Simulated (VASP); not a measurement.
```
CELL_PARAMETERS angstrom
      0.00000     3.89678     3.89678
      3.89678     0.00000     3.89678
      3.89678     3.89678     0.00000
ATOMIC_POSITIONS crystal
  Cs 0.00000 0.00000 0.00000
  I  0.50000 0.50000 0.50000
```

These are r2SCAN meta-GGA, VASP's PBE PAW potentials (set 64) (plane waves; VASP) values and carry that method's errors. Numerical set-up: 400 eV cut-off, 7×7×7 Γ-centred mesh, tetrahedra with Blöchl corrections, potentials Cs_sv I.

Unless said otherwise, spin-orbit coupling is left out, though it shifts the bands of the heavy elements here.

Question: Predict the energy per atom (σ→0), band gap (over mesh and band path) with the smallest direct gap where there is one.

Answer: 
The band gap (over mesh and band path) comes out as 4.46 eV and the smallest direct gap (over mesh and band path) is 4.46 eV. The energy per atom (σ→0) is -26.557 eV/atom.

The structure comes from a computed database's CsI entry (Fm-3m); how it stands against other phases isn't given here. It was relaxed first.
